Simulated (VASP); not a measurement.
A run of VASP 6.6.1 is set up as follows.

INCAR

```
PREC = Accurate
ENCUT = 520
EDIFF = 1E-6
ISMEAR = 0
SIGMA = 0.1
LREAL = False
LASPH = True
NELM = 60
ALGO = Normal
ISIF = 2
LWAVE = False
LCHARG = False
GGA = PS
```

The input KPOINTS:

```
Automatic mesh
0
Gamma
  18 18 18
```

POSCAR

```
Sn
1.0
    0.0000000000      3.2695400000      3.2695400000
    3.2695400000      0.0000000000      3.2695400000
    3.2695400000      3.2695400000      0.0000000000
Sn
2
Direct
    0.5000000000      0.5000000000      0.5000000000
    0.7500000000      0.7500000000      0.7500000000
```

Potentials or basis: VASP PAW PBE potentials, release 64 (Sn_d).

Launch:

```sh
$ cat potpaw_PBE.64/Sn_d/POTCAR > POTCAR
$ mpirun -np 1 vasp_std > vasp.out
```

Question: What does it give for the band gap on the k mesh?

Answer: None (metal or under the smearing width).

Question: Estimate the pressure.

Answer: -0.1 GPa.

Caveat: the PAW data sets were made with another functional, which shifts forces and pressure a little.
